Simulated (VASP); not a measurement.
An input for Quantum ESPRESSO's pw.x (written as the equivalent of a VASP run, and not itself run):

```
&CONTROL
  calculation = 'scf'
  pseudo_dir = './pseudo'
  outdir = './out'
  tprnfor = .true.
  tstress = .true.
/
&SYSTEM
  ibrav = 0
  nat = 7
  ntyp = 3
  ecutwfc = 82.3
  occupations = 'smearing'
  smearing = 'methfessel-paxton'
  degauss = 0.0147
  input_dft = 'pbe'
/
&ELECTRONS
  conv_thr = 7.3e-06
  electron_maxstep = 100
/
ATOMIC_SPECIES
  Ge 72.630 Ge.upf
  Sb 121.760 Sb.upf
  Te 127.600 Te.upf
CELL_PARAMETERS angstrom
     2.0835460    1.2029360   13.5650100
    -2.0835460    1.2029360   13.5650100
     0.0000000   -2.4058730   13.5650100
ATOMIC_POSITIONS crystal
  Ge   0.0000000  0.0000000  0.0000000
  Sb   0.4273000  0.4273000  0.4273000
  Sb   0.5727000  0.5727000  0.5727000
  Te   0.1327000  0.1327000  0.1327000
  Te   0.8673000  0.8673000  0.8673000
  Te   0.2898000  0.2898000  0.2898000
  Te   0.7102000  0.7102000  0.7102000
K_POINTS automatic
  8 8 8 0 0 0
```

Question: Write the VASP files for the same calculation (PBE).

Answer: One answer among several that fit: 
INCAR:
```
! general
SYSTEM  = Ge(SbTe2)2
PREC    = Accurate
ENCUT   = 210
LREAL   = .FALSE.
LASPH   = .TRUE.

! electronic loop
EDIFF   = 1E-04
NELM    = 100
ALGO    = Normal
LMAXMIX = 4

! smearing
ISMEAR  = 1
SIGMA   = 0.2

! functional
GGA     = PE

! ions
ISIF    = 2

! output
LWAVE   = .FALSE.
LCHARG  = .FALSE.
```

File KPOINTS:
```
Regular mesh
0
gamma
8 8 8
```

### POSCAR
```
Ge(SbTe2)2
1
    2.0835460000     1.2029360000    13.5650100000
   -2.0835460000     1.2029360000    13.5650100000
    0.0000000000    -2.4058730000    13.5650100000
Ge Sb Te
1 2 4
Direct
  0.0000000000   0.0000000000   0.0000000000
  0.4273000000   0.4273000000   0.4273000000
  0.5727000000   0.5727000000   0.5727000000
  0.1327000000   0.1327000000   0.1327000000
  0.8673000000   0.8673000000   0.8673000000
  0.2898000000   0.2898000000   0.2898000000
  0.7102000000   0.7102000000   0.7102000000
```

POTCAR, in this order: Ge_d Sb Te (PBE.64 set). Program: vasp_std.

Limits of the translation: the potentials are each code's own (VASP's PAW set, PseudoDojo norm-conserving files in pw.x), so ENCUT and ecutwfc are chosen apart and not converted; conv_thr bounds pw.x's estimated SCF error, while EDIFF bounds the energy change between steps.

The structure was generated: GeSb2Te4 was put into an ordered model structure, which need not be its known phase. The cell was not relaxed at this level. The run is one of a series of settings (EDIFF = 1E-04, ENCUT = 210, ISMEAR = 1, SIGMA = 0.2, KPOINTS 8×8×8 Γ-centred mesh against the base run), some of them coarse on purpose.
